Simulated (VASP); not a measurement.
Computed with AM05 GGA, VASP's PBE PAW potentials (set 64) (plane waves; VASP).

VASP ran on this input.

INCAR:
```
# general
SYSTEM  = Ti
PREC    = Accurate
ENCUT   = 520
LREAL   = .False.
LASPH   = .True.

# electronic loop
EDIFF   = 1E-7
NELM    = 100
ALGO    = Normal
LMAXMIX = 4

# smearing
ISMEAR  = -5

# functional
GGA     = AM

# ions
ISIF    = 2

# output
LWAVE   = .False.
LCHARG  = .True.
LORBIT  = 11
NEDOS   = 601
```

**KPOINTS**
```
kpoints
0
Gamma
 16 16 9
```

**POSCAR**
```
Ti
1.0
  1.4495940033  -2.5107705198   0.0000000000
  1.4495940033   2.5107705198   0.0000000000
  0.0000000000   0.0000000000   4.5946787775
Ti
2
Cartesian
  1.4495940033   0.8369251804   1.1486696944
  1.4495940033  -0.8369251804   3.4460090831
```

POTCAR, in this order: Ti_sv (PBE.64 set). Program: vasp_std.

Task: What will the output report for the number of irreducible k-points (NKPTS), largest plane-wave count, number of space-group operations, FFT grid (NGX, NGY, NGZ)?

Result: 
```yaml
number of irreducible k-points (NKPTS): 150
largest_plane_wave_count: 929
number_of_space_group_operations: 24
FFT grid (NGX, NGY, NGZ): 24 × 24 × 36
```

The compound is Ti in the hcp structure. It was relaxed first, which changed the volume by -5 %.
